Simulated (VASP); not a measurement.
# RbSnN (P6_3mc) in VASP: single point with PBE

Aim: the single point of RbSnN with PBE.

All numbers are computed with VASP 6.6.1; they aren't measurements. Logs are shortened: lines on timing, memory, paths and dates and some standing lists are left out, and cuts for length are marked.

### 1 The structure

It takes space group P6_3mc (No. 186, hexagonal). Conventional cell: a = 3.511 Å, b = 3.511 Å, c = 12.792 Å, α = 90.00°, β = 90.00°, γ = 120.00°. Rb (site symmetry 3m) is surrounded by 3 N at 2.89 Å. Sn (site symmetry 3m) has 3 N at 2.28 Å as nearest neighbours. N (site symmetry 3m) has 3 Sn at 2.28 Å as nearest neighbours.

The cell comes from a database or a generator and needn't be the stable form of this composition.

### 2 Single point, PBE

INCAR

```
SYSTEM = RbSnN
PREC = Accurate ; ENCUT = 520
EDIFF = 1E-6 ; ISMEAR = 0
SIGMA = 0.01 ; LREAL = .False.
LASPH = .True. ; NELM = 100
ALGO = Normal ; ISIF = 2
LWAVE = .False. ; LCHARG = .True.
GGA = PE ; LELF = .True.
LVHAR = .True. ; NBANDS = 37
```

KPOINTS

```
regular mesh
0
Gamma
  6 6 2
  0 0 0
```

POSCAR

```
RbSnN
1.0
    3.5112670000      0.0000000000      0.0000000000
   -1.7556330000      3.0408460000      0.0000000000
    0.0000000000      0.0000000000     12.7915030000
Rb Sn N
2 2 2
Direct
    0.6666670000      0.3333330000      0.7495550000
    0.3333330000      0.6666670000      0.2495550000
    0.0000000000      0.0000000000      0.5067730000
    0.0000000000      0.0000000000      0.0067730000
    0.3333330000      0.6666670000      0.5883120000
    0.6666670000      0.3333330000      0.0883120000
```

Potentials or basis: VASP PAW PBE potentials, release 64 (Rb_sv, Sn_d, N).

The run is started by

```console
$ cat potpaw_PBE.64/Rb_sv/POTCAR potpaw_PBE.64/Sn_d/POTCAR potpaw_PBE.64/N/POTCAR > POTCAR
$ mpirun -np 1 vasp_std > vasp.out
```

OUTCAR:

```text
SYSTEM = RbSnN
   PREC = Accurate
   ENCUT = 520
   EDIFF = 1E-6
   ISMEAR = 0
   LREAL = .False.
   LASPH = .True.
   NELM = 100
   ISIF = 2
   GGA = PE

 ion  position               nearest neighbor table
   1  0.667  0.333  0.750-   5 2.89   5 2.89   5 2.89   3 3.71   3 3.71   3 3.71   4 3.86   4 3.86
                             4 3.86
   2  0.333  0.667  0.250-   6 2.89   6 2.89   6 2.89   4 3.71   4 3.71   4 3.71   3 3.86   3 3.86
                             3 3.86
   3  0.000  0.000  0.507-   5 2.28   5 2.28   5 2.28   1 3.71   1 3.71   1 3.71   2 3.86   2 3.86
                             2 3.86
   4  0.000  0.000  0.007-   6 2.28   6 2.28   6 2.28   2 3.71   2 3.71   2 3.71   1 3.86   1 3.86
                             1 3.86
   5  0.333  0.667  0.588-   3 2.28   3 2.28   3 2.28   1 2.89   1 2.89   1 2.89
   6  0.667  0.333  0.088-   4 2.28   4 2.28   4 2.28   2 2.89   2 2.89   2 2.89

  LATTYP: Found a hexagonal cell.
 ALAT       =     3.5112670000
 C/A-ratio  =     3.6429878446

  Lattice vectors:

 A1 = (   3.5112670000,   0.0000000000,   0.0000000000)
 A2 = (  -1.7556330000,   3.0408460000,   0.0000000000)
 A3 = (   0.0000000000,   0.0000000000,  12.7915030000)

Analysis of symmetry for initial positions (statically):
=====================================================================
 Subroutine PRICEL returns:
 Original cell was already a primitive cell.

 Routine SETGRP: Setting up the symmetry group for a
 hexagonal supercell.

 Subroutine GETGRP returns: Found 12 space group operations
 (whereof  6 operations were pure point group operations)
 out of a pool of 24 trial point group operations.

The static configuration has the point symmetry C_3v.
 The point group associated with its full space group is C_6v.

Analysis of symmetry for dynamics (positions and initial velocities):
=====================================================================
 Subroutine PRICEL returns:
 Original cell was already a primitive cell.

 Routine SETGRP: Setting up the symmetry group for a
 hexagonal supercell.

 Subroutine GETGRP returns: Found 12 space group operations
 (whereof  6 operations were pure point group operations)
 out of a pool of 24 trial point group operations.

The dynamic configuration has the point symmetry C_3v.
 The point group associated with its full space group is C_6v.

[... 95 lines left out ...]
   EDIFF  = 0.1E-05   stopping-criterion for ELM
   LREAL  =      F    real-space projection
   EDIFFG = 0.1E-04   stopping-criterion for IOM
   NSW    =      0    number of steps for IOM
   IBRION =     -1    ionic relax: 0-MD 1-quasi-New 2-CG
   NFREE  =      0    steps in history (QN), initial steepest desc. (CG)
   ISIF   =      2    stress and relaxation
   ISYM   =      2    0-nonsym 1-usesym 2-fastsym
   POTIM  = 0.5000    time-step for ionic-motion
   TEBEG  =    0.0;   TEEND  =   0.0 temperature during run
   PSTRESS=    0.0 pullay stress
   NELECT =      56.0000    total number of electrons
   NUPDOWN=      -1.0000    fix difference up-down
   EMIN   =  10.00;   EMAX   =-10.00  energy-range for DOS
   EFERMI =   0.00;   METHOD = LEGACY
   ISMEAR =     0;   SIGMA  =   0.01  broadening in eV -4-tet -1-fermi 0-gaus
   EFERMI_NEDOS =   21; number of points for ismear=-14 and -15
   IALGO  =     38    algorithm
   IMIX   =      4    mixing-type and parameters
     AMIX     =   0.40;   BMIX     =  1.00
     AMIX_MAG =   1.60;   BMIX_MAG =  1.00
  volume/ion in A,a.u.               =      22.76       153.61
  Fermi-wavevector in a.u.,A,eV,Ry     =   1.216216  2.298316 20.125500  1.479183
  Thomas-Fermi vector in A             =   2.351578
   LORBIT       =      0    0 simple, 1 ext, 2 COOP (PROOUT), +10 PAW based schemes
   GGA     = PE    functional components
   LHFCALC =     F    Hartree Fock is set to
   AEXX    =    0.0000 exact exchange contribution
   IVDW    =     0    specifies the selected vdW correction
   LEPSILON=     F    determine dielectric tensor
   LRPA    =     F    only Hartree local field effects (RPA)
 non-spin polarized calculation
 Gauss-broadening in eV      SIGMA  =   0.01
  energy-cutoff  :      520.00
  volume of cell :      136.58
 maximum number of plane-waves:      3755
 NGX is ok and might be reduce to    28
   NGX = 13   NGY = 13   NGZ = 47

 number of electron      56.0000002 magnetization

 Free energy of the ion-electron system (eV)
  ---------------------------------------------------
  ext. energy  EPLUGINS =         0.00000000
  ---------------------------------------------------
  free energy    TOTEN  =       -25.83459204 eV

  energy without entropy =      -25.83459204  energy(sigma->0) =      -25.83459204

 E-fermi :   4.3035     XC(G=0):  -9.4654

 val. band max:        4.1937402493   @ k =   0.1667   0.0000   0.0000
 cond. band min:       5.0506146271   @ k =   0.0000   0.0000   0.0000
 fundamental gap:      0.8568743778
 Fermi energy:         4.3035250619

 k-point     1 :       0.0000    0.0000    0.0000
  band No.  band energies     occupation
      1     -23.2248      2.00000
      2     -23.2245      2.00000
      3     -16.3387      2.00000
      4     -16.3387      2.00000
      5     -16.3387      2.00000
      6     -16.3387      2.00000
[... 549 lines left out ...]
     36       9.6912      0.00000
     37       9.7487      0.00000

------------------------ aborting loop because EDIFF is reached ----------------------------------------

  FORCE on cell =-STRESS in cart. coord.  units (eV):
  Direction    XX          YY          ZZ          XY          YZ          ZX
  --------------------------------------------------------------------------------------
  -------------------------------------------------------------------------------------
  Total        0.0168151      0.0168151     -0.0576327      0.0000000      0.0000000     -0.0000000
  in kB        0.1972555      0.1972555     -0.6760829      0.0000000      0.0000000     -0.0000000
  external PRESSURE =      -0.0938573 kB  Pullay stress =       0.0000000 kB

 VOLUME and BASIS-vectors are now :
 -----------------------------------------------------------------------------
  energy-cutoff  :      520.00
  volume of cell :      136.58
      direct lattice vectors                 reciprocal lattice vectors
     3.511267000  0.000000000  0.000000000     0.284797482  0.164427879  0.000000000
    -1.755633000  3.040846000  0.000000000     0.000000000  0.328855851  0.000000000
     0.000000000  0.000000000 12.791503000     0.000000000  0.000000000  0.078176896

 POSITION                                       TOTAL-FORCE (eV/Angst)
 -----------------------------------------------------------------------------------
      1.75564      1.01361      9.58794        -0.000000      0.000000     -0.008428
     -0.00000      2.02723      3.19218         0.000000     -0.000000     -0.008428
      0.00000      0.00000      6.48239         0.000000     -0.000000      0.006662
      0.00000      0.00000      0.08664         0.000000      0.000000      0.006662
     -0.00000      2.02723      7.52539        -0.000000      0.000000      0.001766
      1.75564      1.01361      1.12964         0.000000     -0.000000      0.001766
 -----------------------------------------------------------------------------------
    total drift:                               -0.002577      0.001488     -0.000085

  FREE ENERGIE OF THE ION-ELECTRON SYSTEM (eV)
  ---------------------------------------------------
  free  energy   TOTEN  =       -25.8345920355 eV

  energy  without entropy=      -25.8345920355  energy(sigma->0) =      -25.83459204
```

stdout:

```text
POSCAR found type information on POSCAR RbSnN
 POSCAR found :  3 types and       6 ions
 scaLAPACK will be used
 LDA part: xc-table for (Slater+PW92), standard interpolation
 POSCAR, INCAR and KPOINTS ok, starting setup
 FFT: planning ... GRIDC
 FFT: planning ... GRID_SOFT
 FFT: planning ... GRID
 WAVECAR not read
 entering main loop
```

Wall time 1.7 min (1 thread of Intel Xeon Platinum 8375C at 2.90GHz (Ice Lake), shared host); peak memory 0.28 GiB.

Results:

| Quantity | Value |
| --- | --- |
| Free energy | -25.8346 eV |
| Pressure | 0.0 GPa |
| Largest force | 0.008 eV/Å |
| Band gap on the k mesh | 0.86 eV, indirect (least direct gap 0.90 eV) |

Forces in eV/Å, atoms in the order of the input:
```
Rb   0.000  0.000 -0.008
Rb   0.000  0.000 -0.008
Sn   0.000  0.000  0.007
Sn   0.000  0.000  0.007
N    0.000  0.000  0.002
N    0.000  0.000  0.002
```

Caveat: spin-orbit coupling is left out, which moves the levels of the heavy elements.
